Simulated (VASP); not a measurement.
Here is the system:

```xyz
2
Lattice="0.0000 2.5480 2.5480 2.5480 0.0000 2.5480 2.5480 2.5480 0.0000" Properties=species:S:1:pos:R:3 pbc="T T T"
Li     0.0000     0.0000     0.0000
Cl     2.5480     2.5480     2.5480
```

The numbers are results of vdW-DF-cx, VASP's PBE PAW potentials (set 64) (plane waves; VASP 6.6.1), not measurements. Numerical set-up: 520 eV cut-off, 9×9×9 Γ-centred mesh, Gaussian smearing of 0.050 eV, potentials Li_sv Cl.

Q: Give the energy at these volumes per atom, relative to the lowest: 15.49, 15.98, 16.48, 16.97, 17.47 Å³.

A: 8.2, 2.2, 0.0, 1.1, 5.0 meV/atom. A third-order Birch-Murnaghan fit gives B0 = 34.7 GPa and B0′ = 4.4.

The compound is LiCl in the rock salt structure. It was relaxed first.
